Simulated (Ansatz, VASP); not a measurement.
# GaSbSe3 (perovskite type (invented)) in two plane-wave programs

Aim: how closely do two programs agree when they are given the same cell, functional and k mesh? The cell is generated by rule, not measured, and may not be a known phase. The cell is taken from a series of runs on this material, whose earlier steps may have relaxed, scaled, displaced or heated it; both programs get it as it stands.

Calculated with Ansatz 0.2.0; plane waves, with VASP 6.6.1 beside it; relaxation of cell and atoms at PBEsol.

**1. The structure**

It takes space group Pm-3m (No. 221, cubic). Conventional cell: a = 4.872 Å, b = 4.872 Å, c = 4.872 Å, α = 90.00°, β = 90.00°, γ = 90.00°. Nearest to Sb lie 12 Se at 3.44 Å. Ga has 6 Se at 2.44 Å nearest. Nearest to Se lie 2 Ga at 2.44 Å. Farther neighbours and most contacts between anions are not listed.

**2. Ansatz: relaxation of cell and atoms, PBEsol**

Ansatz runs on its default PAW (the set named soft_2) files.

The relaxed volume is the usual yardstick between codes: in a stiff, nearly cubic crystal its relative difference is about their pressure difference at one cell divided by the bulk modulus.

input.yaml reads:

```yaml
crystal:
  lattice:
    - [4.8717966315, 0.0, 0.0]
    - [0.0, 4.8717966315, 0.0]
    - [0.0, 0.0, 4.8717966315]
  atoms:
    - { symbol: Sb, position: [0.0, 0.0, 0.0] }
    - { symbol: Ga, position: [0.5, 0.5, 0.5] }
    - { symbol: Se, position: [0.5, 0.5, 0.0] }
    - { symbol: Se, position: [0.5, 0.0, 0.5] }
    - { symbol: Se, position: [0.0, 0.5, 0.5] }
kpoints:
  mp_grid: { grid: [8, 8, 8] }
hamiltonian:
  xc: pbesol
scf:
  occupations: { method: gaussian, width: 0.1 }
output:
  forces: true
  stress: true
  eigenvalues: true
  write_density: true
  write_potential: true
  elf: true
  volumetric_format: npy
relax:
  adjacent_minimum: "off"
  f_tol: 0.005
  max_steps: 80
  cell: { stress_tol: 0.05 }
```

Command:

```bash
> ansatz run input.yaml --threads 4 --pin off --max-ram 9216MiB --backend cpu --events-out ev --progress --plain --runs-dir out
```

Numbers of over 12 decimals in the logs are rounded to 6 here.

Log:

```text
Engine: ansatz 0.2.0, aarch64-unknown-linux-gnu
Pseudopotentials: kind: paw
Pseudopotential: Sb, paw, valence charge 15, recommended cutoff 420 eV (normal), Sb.paw.azcp
Pseudopotential: Ga, paw, valence charge 13, recommended cutoff 420 eV (normal), Ga.paw.azcp
Pseudopotential: Se, paw, valence charge 16, recommended cutoff 420 eV (normal), Se.paw.azcp
Functional definition: PBEsol
  exchange = pbesol_x
  correlation = pbesol_c
Crystal: 5 atoms, lattice volume = 115.629 Å³
Basis set: ecut = 420 eV, 2301 PW (Γ), exchange–correlation on 72×72×72 points (8 copies of the dense FFT grid, shifted against one another)
Bands: 46, of which v1, the nominal top of the filled ones, is band 38 counted from 1 (37 counted from 0)
Symmetry: 48 space group operations
Space group: Pm-3m (ITA 221), of the structure as read, at distance tolerance 4.9e-5 Å
k-points: 35 of 512
Non-local potential: Sb, projectors of the file, l = 0: 2, l = 1: 2, l = 2: 2, l = 3: 2
Non-local potential: Ga, projectors of the file, l = 0: 2, l = 1: 2, l = 2: 3, l = 3: 1
Non-local potential: Se, projectors of the file, l = 0: 2, l = 1: 2, l = 2: 3, l = 3: 1
PAW form: soft (Blöchl's): semilocal exchange-correlation on the pseudo side does not see the compensation charge
PAW frozen core: Sb, regenerated for the run's functional, and the local potential with it (the file was generated under x = pbe(κ = 0.804, μ = 0.219515), c = pbe(β = 0.066725))
PAW frozen core: Ga, regenerated for the run's functional, and the local potential with it (the file was generated under x = pbe(κ = 0.804, μ = 0.219515), c = pbe(β = 0.066725))
PAW frozen core: Se, regenerated for the run's functional, and the local potential with it (the file was generated under x = pbe(κ = 0.804, μ = 0.219515), c = pbe(β = 0.066725))
PAW one-centre angular grid: Sb, 590 points (default); XC on 64 Gauss nodes
PAW one-centre angular grid: Ga, 590 points (default); XC on 64 Gauss nodes
PAW one-centre angular grid: Se, 590 points (default); XC on 64 Gauss nodes
Initial density: superposition of atomic densities (neutral atoms: chi_scale 0, normalization atom), corrected by the library's trained network
Initial wavefunctions: pseudopotential atomic-orbital guess
Functional: x = pbesol(κ = 0.804, μ = 0.123457), c = pbesol(β = 0.046)
SCF iter   1: F=—  HF=-26422.995058 eV  |F-HF|=—  |Δ(HF+E_count)|=         —  Δρ=5.90e-3  dr2=7.06e-2  ethr=1.77e-3  ⟨swp⟩=7.2  Hψ=6416  notcnv=0  defer=3
preconditioner: auto → Kerker (q_TF=auto, 2.544 Å⁻¹)  [metal: Δε(μ)=0.062 eV  Ē_g=12.224 eV  σ=0.100 eV  W_gap=0.33  n_scr=26 (ndim 8)  ℏωp=20.7 eV  f_vac=0.004  D(μ)=2.55/eV (n_scr^D=18)]
SCF iter   2: F=—  HF=-26422.979703 eV  |F-HF|=—  |Δ(HF+E_count)|=   1.54e-2  Δρ=2.56e-3  dr2=1.23e-2  ethr=9.29e-5  ⟨swp⟩=1.0  Hψ=1893  notcnv=0  defer=5
SCF iter   3: F=—  HF=-26422.977314 eV  |F-HF|=—  |Δ(HF+E_count)|=   2.39e-3  Δρ=8.52e-4  dr2=9.05e-4  ethr=1.62e-5  ⟨swp⟩=2.1  Hψ=1888  notcnv=0  defer=5
SCF iter   4: F=—  HF=-26422.977280 eV  |F-HF|=—  |Δ(HF+E_count)|=   3.40e-5  Δρ=3.69e-4  dr2=1.45e-4  ethr=1.19e-6  ⟨swp⟩=2.0  Hψ=2144  notcnv=0  defer=5
SCF iter   5: F=—  HF=-26422.977308 eV  |F-HF|=—  |Δ(HF+E_count)|=   2.87e-5  Δρ=1.48e-4  dr2=3.30e-5  ethr=1.91e-7  ⟨swp⟩=2.0  Hψ=2158  notcnv=0  defer=5
SCF iter   6: F=—  HF=-26422.977307 eV  |F-HF|=—  |Δ(HF+E_count)|=   1.55e-6  Δρ=6.39e-5  dr2=7.42e-6  ethr=4.34e-8  ⟨swp⟩=2.1  Hψ=2111  notcnv=0  defer=5
SCF iter   7: F=—  HF=-26422.977308 eV  |F-HF|=—  |Δ(HF+E_count)|=   7.53e-7  Δρ=2.35e-5  dr2=1.03e-6  ethr=9.76e-9  ⟨swp⟩=2.0  Hψ=2861  notcnv=0  defer=5
SCF iter   8: F=—  HF=-26422.977307 eV  |F-HF|=—  |Δ(HF+E_count)|=   6.09e-7  Δρ=7.27e-6  dr2=1.05e-7  ethr=1.35e-9  ⟨swp⟩=2.0  Hψ=2859  notcnv=0  defer=5
SCF iter   9: F=-26422.977307 eV  HF=-26422.977307 eV  |F-HF|=1.40e-8  |Δ(HF+E_count)|=   1.08e-8  Δρ=2.17e-6  dr2=1.09e-8  ethr=1.32e-10  ⟨swp⟩=12.9  Hψ=10591  notcnv=0
SCF 1 converged in 9 iterations: F = -26422.977307 eV  dr2 = 1.09e-8
  greatest PAW one-centre occupation: 1.000 electrons in one spin orbital (limit 2), on the Se atom at site 2 (counted from 0), in its partial waves of l = 2
relax step   1: F+E_penalty+E_count = -26422.97730696 eV  Δ(F+E_penalty+E_count) = +0.000e0 eV  max|allowed force component| = 4.804e-29 eV/Å  Δτ_max = 0.0000 Å  P = +0.164 GPa  Ω = 115.629 Å³  (9 SCF iters, dr2 threshold 1.00e-7 eV, accepted)
[...]
relax step   2: F+E_penalty+E_count = -26422.97740228 eV  Δ(F+E_penalty+E_count) = -9.533e-5 eV  max|allowed force component| = 1.026e-30 eV/Å  Δτ_max = 0.0000 Å  P = +0.006 GPa  Ω = 115.906 Å³  energy of the carried Pulay correction = -5.104e-5 eV  (5 SCF iters, dr2 threshold 6.71e-8 eV, accepted)
[...]
relax step   3: F+E_penalty+E_count = -26422.97744676 eV  Δ(F+E_penalty+E_count) = -4.448e-5 eV  max|allowed force component| = 5.535e-30 eV/Å  Δτ_max = 0.0000 Å  P = +0.006 GPa  Ω = 115.906 Å³  stress off target by 5.86e-3 GPa  SCF on the basis re-selected at this cell (its energy is not comparable with the rows above)  (6 SCF iters)
basis re-selected at this cell: Δ(F+E_penalty+E_count) = -4.448e-5 eV, ΔP = -0.000 GPa vs the last step (what re-selecting the basis moved, of the pressure what is left beyond the Pulay correction that the steps carried, after the strain that the cell walked since its last selection, with what the two solves' SCF thresholds leave and, on support functions, any second-order correction that the steps lacked; it is no m [...]
SCF converged after 6 iterations
Free energy (F): -26422.977447 eV
Harris-Foulkes:  -26422.977447 eV  (|F-HF|=7.28e-12)
Internal energy: -26422.962506 eV  (E = F + TS)
E sigma→0 (E₀):  -26422.969976 eV
Entropy (-TS):   -0.014941 eV (-2.988 meV/atom)
Fermi energy:    9.264043 eV
--- Per-component energies (eV) ---
  E_band       = -1316.481475
  E_kinetic    = 676.359246
  E_local      = -10657.211654  (includes V_loc(G=0)·N_el)
  E_nonlocal   = -987.346014
  E_hartree    = 5175.183184
  E_xc         = -514.869049
  E_vxc        = -447.469017  (∫ρ·V_xc dr)
  E_paw        = -12052.187269  (= ΣΔE_a)
  E_vpaw       = -251.178534  (= ΣTr[D̂ρ^β])
  E_aug_tail   = -0.001899  (compensation charges beyond the density's cutoff)
  E_ewald      = -8067.109237
  E_core_change = 4.220186  (= ΣΔE_core)
  E_smearing   = -0.014941  (= −TS)
  E_closure    = 0.000000  (closes the sum)
  Σ components = -26422.977447   (vs F -26422.977447, Δ=0.00e0)
--- Forces (eV/Å), atoms counted from 1 ---
  atom   1  Sb     0.00000000     0.00000000    -0.00000000
  atom   2  Ga    -0.00000000     0.00000000    -0.00000000
  atom   3  Se     0.00000000    -0.00000000     0.00000000
  atom   4  Se     0.00000000     0.00000000     0.00000000
  atom   5  Se    -0.00000000    -0.00000000    -0.00000000
  max |Σ_I F_I| component: 9.14e-30 eV/Å
--- Stress (GPa, compression-positive) ---
        0.005862       0.000000       0.000000
        0.000000       0.005862      -0.000000
        0.000000      -0.000000       0.005862
  P = ⅓ Tr σ = 0.0059 GPa (0.059 kbar)
--- Band table (eV; the first three rows and the last of 35) ---
  k-point 0: bands = [... 34 lower, 7.6405, 7.6405, 8.1597, 8.1597, 8.1597, 11.6552, 11.6552, 11.6552, ... 4 higher]
  k-point 1: bands = [... 34 lower, 7.5259, 8.0314, 8.1081, 8.1081, 8.5459, 11.2381, 11.4735, 11.4735, ... 4 higher]
  k-point 2: bands = [... 34 lower, 7.1007, 7.7560, 8.1769, 8.1769, 9.7872, 10.3508, 11.0671, 11.0671, ... 4 higher]
  k-point 34: bands = [... 34 lower, 8.8525, 9.8031, 9.8031, 9.8031, 11.6494, 11.6494, 11.6494, 12.8226, ... 4 higher]
--- Relaxed structure (2 steps of the walk, 2 accepted, 1 SCFs on fresh bases) ---
  F+E_penalty+E_count = -26422.97744676 eV   max|allowed force component| = 5.535e-30 eV/Å   (the final SCF, on the basis selected at the relaxed cell)
  cell:  # Å, volume = 115.9060 Å³
    - [4.875681, 0, 0.0]
    - [0, 4.875681, 0.0]
    - [0, 0.0, 4.875681]
  atoms:
    - { symbol: Sb, position: [0, 0, 0] }
    - { symbol: Ga, position: [0.5, 0.5, 0.5] }
    - { symbol: Se, position: [0.5, 0.5, 0] }
    - { symbol: Se, position: [0.5, 0, 0.5] }
    - { symbol: Se, position: [0, 0.5, 0.5] }
```

**3. VASP: relaxation of cell and atoms, PBEsol**

The same cell, functional, mesh and smearing now go to VASP, with its own data sets.

Lines of VASP's logs that name or quote its potential files are left out, and so is its time.

INCAR reads:

```
SYSTEM = GaSbSe3
PREC = Accurate
ENCUT = 500
EDIFF = 1E-07
NELM = 120
ISMEAR = 0
SIGMA = 0.1
LREAL = .FALSE.
ALGO = Normal
GGA = PS
NBANDS = 24
LORBIT = 11
LWAVE = .FALSE.
LCHARG = .FALSE.
ISIF = 3
IBRION = 2
NSW = 80
EDIFFG = -0.005
LASPH = .TRUE.
GGA_COMPAT = .FALSE.
NELMIN = 4
KPAR = 2
```

POSCAR reads:

```
GaSbSe3
1.0
    4.8717970000      0.0000000000      0.0000000000
    0.0000000000      4.8717970000      0.0000000000
    0.0000000000      0.0000000000      4.8717970000
Sb Ga Se
1 1 3
Direct
    0.0000000000      0.0000000000      0.0000000000
    0.4999998974      0.4999998974      0.4999998974
    0.4999998974      0.4999998974      0.0000000000
    0.4999998974      0.0000000000      0.4999998974
    0.0000000000      0.4999998974      0.4999998974
```

KPOINTS reads:

```
Automatic mesh
0
Gamma
8 8 8
0 0 0
```

Potentials, in the order of the species: Sb, Ga_d and Se (PBE family, release 64).

Command:

```bash
> mpirun -np 2 vasp_std
```

Log:

```text
[banner, memory and clock lines left out]
running    2 mpi-ranks, on    1 nodes
 distrk:  each k-point on    1 cores,    2 groups
 distr:  one band on    1 cores,    1 groups

 POSCAR found type information on POSCAR SbGaSe
 POSCAR found :  3 types and       5 ions
|                                                                             |
|               ----> ADVICE to this user running VASP <----                  |
|                                                                             |
|     You enforced a specific xc type in the INCAR file but a different       |
|     [... a line on the potential file left out ...]
|     I HOPE YOU KNOW WHAT YOU ARE DOING!                                     |
|                                                                             |

 LDA part: xc-table for (Slater+PW92), standard interpolation
 POSCAR, INCAR and KPOINTS ok, starting setup
 FFT: planning ... GRIDC
 FFT: planning ... GRID_SOFT
 FFT: planning ... GRID
 WAVECAR not read
 entering main loop
       N       E                     dE             d eps       ncg     rms          rms(c)
DAV:   1     0.267698936063E+03    0.26770E+03   -0.15123E+04  1696   0.159E+03
DAV:   2     0.151998226224E+02   -0.25250E+03   -0.24475E+03  1872   0.391E+02
DAV:   3    -0.183088230845E+02   -0.33509E+02   -0.32468E+02  2176   0.112E+02
DAV:   4    -0.195802169329E+02   -0.12714E+01   -0.12607E+01  1896   0.242E+01
DAV:   5    -0.196057177786E+02   -0.25501E-01   -0.25488E-01  2144   0.338E+00    0.654E+00
DAV:   6    -0.185964251949E+02    0.10093E+01   -0.43262E+00  2160   0.158E+01    0.369E+00
DAV:   7    -0.185454110419E+02    0.51014E-01   -0.32594E-01  1848   0.286E+00    0.226E+00
DAV:   8    -0.185359234447E+02    0.94876E-02   -0.57969E-02  2272   0.116E+00    0.367E-01
DAV:   9    -0.185332735754E+02    0.26499E-02   -0.59249E-03  2192   0.628E-01    0.861E-02
DAV:  10    -0.185332908721E+02   -0.17297E-04   -0.90611E-04  2576   0.214E-01    0.267E-02
DAV:  11    -0.185332873605E+02    0.35116E-05   -0.63546E-05  2080   0.852E-02    0.144E-02
DAV:  12    -0.185332857818E+02    0.15787E-05   -0.82233E-06  2384   0.236E-02    0.360E-03
DAV:  13    -0.185332856393E+02    0.14251E-06   -0.11296E-06  2184   0.127E-02    0.135E-03
DAV:  14    -0.185332855417E+02    0.97588E-07   -0.80604E-08  1312   0.354E-03
   1 F= -.18533286E+02 E0= -.18525918E+02  d E =-.185333E+02
 curvature:   0.00 expect dE= 0.000E+00 dE for cont linesearch  0.000E+00
 trial: gam= 0.00000 g(F)=  0.000E+00 g(S)=  0.782E-03 ort = 0.000E+00 (trialstep = 0.100E+01)
 search vector abs. value=  0.782E-03
 bond charge predicted
       N       E                     dE             d eps       ncg     rms          rms(c)
DAV:   1    -0.185380405953E+02   -0.47550E-02   -0.75181E-02  2440   0.388E+00    0.389E-01
DAV:   2    -0.185345776976E+02    0.34629E-02   -0.76766E-03  2336   0.155E+00    0.173E-01
DAV:   3    -0.185337295092E+02    0.84819E-03   -0.10260E-03  2264   0.462E-01    0.699E-02
DAV:   4    -0.185335474356E+02    0.18207E-03   -0.25693E-04  2592   0.132E-01    0.211E-02
DAV:   5    -0.185335340470E+02    0.13389E-04   -0.20429E-05  2080   0.478E-02    0.111E-02
DAV:   6    -0.185335307032E+02    0.33438E-05   -0.27305E-06  2312   0.213E-02    0.170E-03
DAV:   7    -0.185335307490E+02   -0.45843E-07   -0.36013E-07  1712   0.705E-03
   2 F= -.18533531E+02 E0= -.18526135E+02  d E =-.245207E-03
 trial-energy change:   -0.000245  1 .order   -0.000250   -0.000782    0.000281
 step:   0.7297(harm=  0.7353)  dis= 0.00000  next Energy=   -18.533569 (dE=-0.283E-03)
 bond charge predicted
       N       E                     dE             d eps       ncg     rms          rms(c)
DAV:   1    -0.185338981134E+02   -0.36741E-03   -0.54748E-03  2440   0.104E+00    0.105E-01
DAV:   2    -0.185336450984E+02    0.25301E-03   -0.56273E-04  2336   0.436E-01    0.467E-02
DAV:   3    -0.185335842432E+02    0.60855E-04   -0.74973E-05  2280   0.125E-01    0.187E-02
DAV:   4    -0.185335719991E+02    0.12244E-04   -0.18270E-05  2600   0.346E-02    0.568E-03
DAV:   5    -0.185335712178E+02    0.78130E-06   -0.14303E-06  2008   0.124E-02    0.297E-03
DAV:   6    -0.185335710631E+02    0.15465E-06   -0.18670E-07  1528   0.570E-03    0.401E-04
DAV:   7    -0.185335710478E+02    0.15384E-07   -0.27347E-08   912   0.198E-03
   3 F= -.18533571E+02 E0= -.18526184E+02  d E =-.285506E-03
 curvature:  -0.37 expect dE=-0.243E-08 dE for cont linesearch -0.243E-08
 trial: gam= 0.00000 g(F)=  0.846E-47 g(S)=  0.662E-08 ort =-0.228E-05 (trialstep = 0.946E+00)
 search vector abs. value=  0.672E-08
 reached required accuracy - stopping structural energy minimisation
```

[end of part 1 of 2]

[Lines on the potential files, build, host, timing and source positions are cut from VASP's logs without a mark.]

[Logs are printed without paths, hosts, clocks, repeated set-up lines and the standing remarks that a program may print on its own settings, such as how far it seeks lower states.]

[Hosts, paths, dates, database ids (printed as entryN), source tags and the programs' standing remarks are cut or masked in the printed files.]
